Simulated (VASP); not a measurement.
# KSrCl3 in VASP 6.6.1, single-point calculation

INCAR

```
LREAL = .FALSE.
PREC = Accurate
ENCUT = 520
ISYM = 3
EDIFF = 1E-7
LCHARG = .FALSE.
LASPH = .TRUE.
GGA = PE
IBRION = -1
IVDW = 11
LWAVE = .FALSE.
NELM = 120
ISIF = 2
NBANDS = 28
SIGMA = 0.02
ISMEAR = -1
NSW = 0
```

KPOINTS

```
KPOINTS created by Atomic Simulation Environment
0
Gamma
4 4 4
0 0 0
```

POSCAR

```
K  Sr Cl
 1.0000000000000000
     5.7207431412999998    0.0000000000000000    0.0000000000000000
     0.0000000000000000    5.7207431412999998    0.0000000000000000
     0.0000000000000000    0.0000000000000000    5.6187937929000000
 K   Sr  Cl
   1   1   3
Cartesian
  0.0000000000000000  0.0000000000000000  0.0000000000000000
  2.8603715706499999  2.8603715706499999  2.8093968964499996
  2.8603715706499999  2.8603715706499999  0.0000000000000000
  2.8603715706499999  0.0000000000000000  2.8093968964499996
  0.0000000000000000  2.8603715706499999  2.8093968964499996
```

The recommended PBE PAW datasets give the neutral cell 40 valence electrons.

Command

```
mpirun -np 1 vasp_std
```

**Question.** Predict the outcome of this run.

**Answer.** VASP stopped with an error.

OSZICAR

```
N       E                     dE             d eps       ncg     rms          rms(c)
DAV:   1     0.289899290778E+03    0.28990E+03   -0.17833E+04  1008   0.124E+03
DAV:   2     0.627219374016E+01   -0.28363E+03   -0.27752E+03  1264   0.281E+02
DAV:   3    -0.193908966077E+02   -0.25663E+02   -0.25580E+02  1456   0.791E+01
DAV:   4    -0.200473321451E+02   -0.65644E+00   -0.65500E+00  1616   0.122E+01
DAV:   5    -0.200738208845E+02   -0.26489E-01   -0.26485E-01  1472   0.146E+00
```

Standard output (part)

```
POSCAR found type information on POSCAR K SrCl
 POSCAR found :  3 types and       5 ions
 LDA part: xc-table for (Slater+PW92), standard interpolation
 POSCAR, INCAR and KPOINTS ok, starting setup
 WAVECAR not read
 entering main loop
|                     _     ____    _    _    _____     _                     |
|                    | |   | |_) | | |  | | | |  __    | |                    |
|                    |_|   |  _ <  | |  | | | | |_ |   |_|                    |
|                     _    | |_) | | |__| | | |__| |    _                     |
|     internal error in CHECK_FULL_KPOINTS: KPOINTS_FULL not properly         |
|     initialised                                                             |
|     If you are not a developer, you should not encounter this problem.      |
|     Please submit a bug report.                                             |
```
